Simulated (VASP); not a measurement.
Here is the system:

```
TiC
1.0
    0.00000     2.24633     2.24633
    2.24633     0.00000     2.24633
    2.24633     2.24633     0.00000
Ti C
1 1
Direct
  0.00000   0.00000   0.00000
  0.50000   0.50000   0.50000
```

Computed with vdW-DF2, VASP's PBE PAW potentials (set 64) (plane waves; VASP). Settings: 520 eV cut-off, 14×14×14 Γ-centred mesh, first-order Methfessel-Paxton smearing of 0.10 eV, potentials Ti_sv C.

Give the stress tensor in GPa (positive for a compressed cell).

```
-11.38    0.00    0.00
  0.00  -11.38    0.00
  0.00    0.00  -11.38
```
The pressure is its mean diagonal, -11.38 GPa.

The compound is TiC in the rock salt structure. This cell is one point of a volume scan, at 1.06 of the reference volume.
